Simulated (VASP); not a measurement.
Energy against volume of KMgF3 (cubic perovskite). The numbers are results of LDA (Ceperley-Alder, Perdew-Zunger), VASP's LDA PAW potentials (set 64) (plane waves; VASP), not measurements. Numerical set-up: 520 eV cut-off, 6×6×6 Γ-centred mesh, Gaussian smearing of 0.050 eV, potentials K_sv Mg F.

```
V (Å³/atom)  E (eV/atom)
-----------  -----------
11.476          -5.42250
11.831          -5.42632
12.186          -5.42411
12.540          -5.41690
```

Fit these four points and predict the energy of the run at 11.121 Å³/atom.

A cubic in V^(−2/3), the third-order Birch-Murnaghan form, passes through the four points with V0 = 11.87 Å³/atom and B0 = 89 GPa, and gives -5.4114 eV/atom there. The run gave -5.4117 eV/atom, -0.2 meV/atom from the fit; all five points give B0 = 88 GPa.

The compound is KMgF3 in the cubic perovskite structure. It was relaxed first, which changed the volume by -7 %.
